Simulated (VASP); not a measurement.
```yaml
crystal:
  lattice:
    - [0.00000, 2.05773, 2.05773]
    - [2.05773, 0.00000, 2.05773]
    - [2.05773, 2.05773, 0.00000]
  atoms:
    - { symbol: Mg, position: [0.00000, 0.00000, 0.00000] }
    - { symbol: O, position: [0.50000, 0.50000, 0.50000] }
```

Computed with HSEsol screened hybrid, VASP's PBE PAW potentials (set 64) (plane waves; VASP 6.6.1). Run with 520 eV cut-off, 8×8×8 Γ-centred mesh, Gaussian smearing of 0.050 eV, potentials Mg O.

Q: Predict the energy per atom (σ→0), pressure, band gap (on the k-mesh) with the smallest direct gap where there is one.

A: 
* **band gap (on the k-mesh)**: 7.17 eV
* **smallest direct gap (on the k-mesh)**: 7.17 eV
* **energy per atom (σ→0)**: -7.342 eV/atom
* **pressure**: 81.3 kbar

The absolute energy has meaning only against runs of the same code, potentials and settings.

The compound is MgO in the rock salt structure. This cell is one point of a volume scan, at 0.91 of the reference volume. The cell's shape comes from a PBE relaxation.
